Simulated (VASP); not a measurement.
Here is the system:

```yaml
crystal:
  lattice:
    - [0.00000, 2.32289, 2.32289]
    - [2.32289, 0.00000, 2.32289]
    - [2.32289, 2.32289, 0.00000]
  atoms:
    - { symbol: Ga, position: [0.00000, 0.00000, 0.00000] }
    - { symbol: N, position: [0.25000, 0.25000, 0.25000] }
```

Calculation: vdW-DF2, VASP's PBE PAW potentials (set 64) (plane waves; VASP 6.6.1). Numerical set-up: 520 eV cut-off, 11×11×11 Γ-centred mesh, tetrahedra with Blöchl corrections, potentials Ga_d N.

### Question
The job: GaN (zinc blende), 2 atoms, vdW-DF2, static run, 520 eV, 11×11×11 Γ-centred mesh. Roughly how much core time does it take on a busy server core?

### Answer
About 20 core-seconds (one run on a shared machine, a rough figure). It had 56 irreducible k-points, 13 bands, up to 688 plane waves and 15 electronic steps.

The compound is GaN in the zinc blende structure, a metastable form; wurtzite is the usual one. It was relaxed first, which changed the volume by +9 %.
